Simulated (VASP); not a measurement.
Computed with PBE GGA, VASP's PBE PAW potentials (set 64) (plane waves; VASP).

The input files of a VASP run:

**INCAR**
```
ALGO = Normal
EDIFF = 1E-6
EDIFFG = -0.01
ENCUT = 400
GGA = PE
IBRION = 2
ISIF = 2
ISMEAR = 1
LASPH = .TRUE.
LCHARG = .FALSE.
LMAXMIX = 4
LREAL = .FALSE.
LWAVE = .FALSE.
NELM = 100
NSW = 40
PREC = Accurate
SIGMA = 0.1
SYSTEM = CoSi2
```

File POSCAR:
```
CoSi2
1.0
  0.0000000000   2.6800000000   2.6800000000
  2.6800000000   0.0000000000   2.6800000000
  2.6800000000   2.6800000000   0.0000000000
Co Si
1 2
Cart
  0.1200000000   0.0500000000   0.0000000000
  1.3400000000   1.3400000000   1.3400000000
  4.0200000000   4.0200000000   4.0200000000
```

### KPOINTS
```
Automatic mesh
0
Gamma
8 8 8
0 0 0
```

POTCAR, in this order: Co Si (PBE.64 set). Program: vasp_std.

Task: What will the output report for the number of irreducible k-points (NKPTS), number of bands (NBANDS), largest plane-wave count, number of space-group operations, FFT grid (NGX, NGY, NGZ)?

Result: 
```
Property                                       Value
--------------------------------------  ------------
number of irreducible k-points (NKPTS)           150
number of bands (NBANDS)                          12
largest plane-wave count                         725
number of space-group operations                   2
FFT grid (NGX, NGY, NGZ)                28 × 28 × 28
```

The compound is CoSi2 in the fluorite structure. In the starting cell atoms are displaced from their ideal sites. This run relaxes the ions in a fixed cell. Symmetry was kept, so distortions that lower it aren't found. The run is not spin-polarised, so no magnetic state was tried. The electron count is odd and the run is not spin-polarised, which forces a metal.
